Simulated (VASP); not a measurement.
Runs of VASP 6.6.1 on H2. The cell holds a molecule in a box, 2 atoms: a = 10.000 Å, b = 10.500 Å, c = 11.000 Å, α = 90.00°, β = 90.00°, γ = 90.00°. 

```csv
task,level,potentials or basis,cell,cutoff (eV),gap on the mesh (eV)
relaxation of the atoms,RPBE,"VASP PAW PBE potentials, release 64 (H)",atoms relaxed,520,10.21
relaxation of the atoms,PBEsol,"VASP PAW PBE potentials, release 64 (H_s)",atoms relaxed,400,9.96
relaxation of the atoms,PBEsol,"VASP PAW PBE potentials, release 64 (H)",atoms relaxed,300,(a)
relaxation of the atoms,PBEsol,"VASP PAW PBE potentials, release 64 (H)",atoms relaxed,500,9.98
single point,PBEsol,"VASP PAW PBE potentials, release 64 (H)",as given,520,10.06
relaxation of the atoms,PBE+D3(BJ),"VASP PAW PBE potentials, release 64 (H)",atoms relaxed,520,10.16
relaxation of the atoms,PBEsol,"VASP PAW PBE potentials, release 64 (H)",atoms relaxed,520,9.98
relaxation of the atoms,PBE,"VASP PAW PBE potentials, release 64 (H)",atoms relaxed,520,10.16
```

Alike in all rows: no spin polarisation; k mesh 1 × 1 × 1; smearing gaussian 0.02 eV.

**Question.** Estimate the missing entries.

**Answer.** (a) 9.95.

